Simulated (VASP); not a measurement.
Runs of VASP 6.6.1 on LiBe. The typed cell holds 4 atoms: a = 3.976 Å, b = 3.976 Å, c = 3.976 Å, α = 60.00°, β = 60.00°, γ = 60.00°. The cell comes from a database or a generator and needn't be the stable form of this composition.

```tsv
task	level	potentials or basis	cell	cutoff (eV)	smearing	gap on the mesh (eV)	pressure (GPa)	largest force (eV/Å)
relaxation of cell and atoms	PBE	VASP PAW PBE potentials, release 64 (Li_sv, Be)	relaxed from: all atoms moved at random, sigma 0.05 Å a component	600	methfessel-paxton 0.2 eV	none	-0.1	-
single point	PBE	VASP PAW PBE potentials, release 64 (Li_sv, Be)	all atoms moved at random, sigma 0.05 Å a component	520	fermi-dirac 0.05 eV	none	-	0.62
relaxation of the atoms	PBEsol	VASP PAW PBE potentials, release 64 (Li_sv, Be)	atoms relaxed from: all atoms moved at random, sigma 0.05 Å a component	520	methfessel-paxton 0.2 eV	none	-	-
electrostatic potential	RPBE+D3	VASP PAW PBE potentials, release 64 (Li_GW, Be_GW)	all atoms moved at random, sigma 0.05 Å a component	550	fermi-dirac 0.1 eV	none	(a)	0.58
```

Alike in all rows: no spin polarisation; k mesh 8 × 8 × 8.

Problem. Estimate the missing entries.

Solution. (a) -0.6.

Caveats: the cutoff is under 1.25 times the usual one of these potentials, so pressure, stress and relaxed cells hold a basis-set (Pulay) error (some runs); the PAW data sets were made with another functional, which shifts forces and pressure a little (some runs); pairwise dispersion overbinds metals, which lowers pressure and volume (some runs).

A k mesh can miss the band edges.

A gap of «none» marks a metal or a gap under the smearing width.

Not every run made on this cell is shown here.
